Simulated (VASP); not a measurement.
Here is the system:

```xyz
3
Lattice="0.0000 3.2284 3.2284 3.2284 0.0000 3.2284 3.2284 3.2284 0.0000" Properties=species:S:1:pos:R:3 pbc="T T T"
Na     1.6142     1.6142     1.6142
Na     4.8426     4.8426     4.8426
S      0.0000     0.0000     0.0000
```

Computed with rev-vdW-DF2, VASP's PBE PAW potentials (set 64) (plane waves; VASP 6.6.1). Settings: 520 eV cut-off, 6×6×6 Γ-centred mesh, Gaussian smearing of 0.050 eV, potentials Na_pv S.

Problem. Estimate the energy per atom (σ→0), band gap (on the k-mesh) with the smallest direct gap where there is one.

Solution. 
```
Quantity                                      Value
-----------------------------------  --------------
band gap (on the k-mesh)                    2.53 eV
smallest direct gap (on the k-mesh)         2.53 eV
energy per atom (σ→0)                -1.638 eV/atom
```

The compound is Na2S in the antifluorite structure. This cell is one point of a volume scan, at 0.97 of the reference volume.
